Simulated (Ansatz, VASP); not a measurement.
**One calculation of SiGe4W, two programs**

```
Si Ge W
1.0
     4.79923    0.00000    0.00000
    -2.39962    4.15626    0.00000
     0.00000    0.00000    5.13687
Si Ge W
1 4 1
Direct
  0.00000 0.00000 0.00000
  0.33333 0.66667 0.74291
  0.33333 0.66667 0.25709
  0.66667 0.33333 0.74291
  0.66667 0.33333 0.25709
  0.00000 0.00000 0.50000
```

Change from the starting cell: species swapped into the TiNbB4 type (P6/mmm, No. 191).

Alike in both runs: functional PBE; k mesh 6 × 6 × 4; occupations gaussian, width 0.1 eV; no spin polarisation.

Ansatz relaxed the structure, and its values are those at the end. VASP's run is a single point on that final structure, the one shown.

```csv
,VASP,Ansatz
version,VASP 6.6.1,Ansatz 0.2.0
potentials or method,"VASP PAW PBE potentials, release 64 (Si, Ge_d, W_sv)","scalar-relativistic, plane waves, PAW"
plane-wave cutoff (eV),520,420
valence electrons in the cell,74,74
```

|  | VASP | Ansatz | Ansatz less VASP |
| --- | --- | --- | --- |
| gap on the k mesh at the Fermi level (eV) | none | none | - |
| pressure (GPa) | 0.2 | 0.1 | -0.06 |
| rms of the force components (eV/Å) | 0.007 | 0.005 | -0.0017 |

A gap of «none» marks a metal or a gap that the smearing closes.

Spin-orbit coupling is left out, which matters for the levels of W.
